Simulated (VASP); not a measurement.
Write the native input for VASP 6.6.1 that does the following.

```yaml
Task: single point
Functional: PBE
Potentials_or_basis: VASP PAW PBE potentials, release 64 (Ir, Si, La)
Cutoff: 520 eV
k_mesh: 3 × 3 × 3
Occupations: gaussian, width 0.1 eV
Spin: no spin polarisation
Dipole_correction: no
Further_INCAR_settings: ALGO = Fast; EDIFF = 1e-06; NBANDS = 43
```

The structure of LaSi3Ir lies in POSCAR:

```
LaSi3Ir
1.0
    5.4792340000      0.0179400000     -1.0448780000
   -1.0465690000      5.7928680000      0.4684900000
    0.9742760000      0.2664900000      5.6712580000
Ir Si La
2 6 2
Direct
    0.2011962480      0.7635221204      0.5605826882
    0.7703608915      0.4551180208      0.3663518581
    0.4499579744      0.6725904274      0.9667499343
    0.9527255459      0.8350449431      0.2012232132
    0.7621235799      0.0410248092      0.4670163920
    0.2829765180      0.3930662362      0.7492685639
    0.8968426319      0.8805345282      0.8087333559
    0.3028877955      0.0138686644      0.8845054243
    0.7683595098      0.3256207691      0.8752992500
    0.2358175795      0.2781072799      0.2654871496
```

The cell was built by a generator and needn't be a form met in nature.

These files were run (other wordings do the same):

INCAR

```
SYSTEM = LaSi3Ir
ALGO = Fast
EDIFF = 1E-6
ENCUT = 520
GGA = PE
ISIF = 2
ISMEAR = 0
LASPH = .TRUE.
LCHARG = .TRUE.
LELF = .TRUE.
LREAL = .FALSE.
LVHAR = .TRUE.
LWAVE = .FALSE.
NBANDS = 43
NELM = 100
PREC = Accurate
SIGMA = 0.1
```

KPOINTS

```
k-points
0
G
  3 3 3
  0 0 0
```

Potentials or basis: VASP PAW PBE potentials, release 64 (Ir, Si, La).

The run is started by

```sh
$ cat potpaw_PBE.64/Ir/POTCAR potpaw_PBE.64/Si/POTCAR potpaw_PBE.64/La/POTCAR > POTCAR
$ mpirun -np 1 vasp_std > vasp.out
```

It gave:

```json
{
  "Pressure": "9.6 GPa",
  "Largest force": "2.683 eV/Å",
  "Band gap on the k mesh": "none (metal or under the smearing width)"
}
```

Caveat: the k mesh is coarse (spacing up to 0.38 Å⁻¹), so the values aren't converged.

It took 12 min on 1 thread of Intel(R) Xeon(R) Platinum 8175M CPU @ 2.50GHz (Skylake/Cascade Lake), on a shared host, peak memory 0.35 GiB.
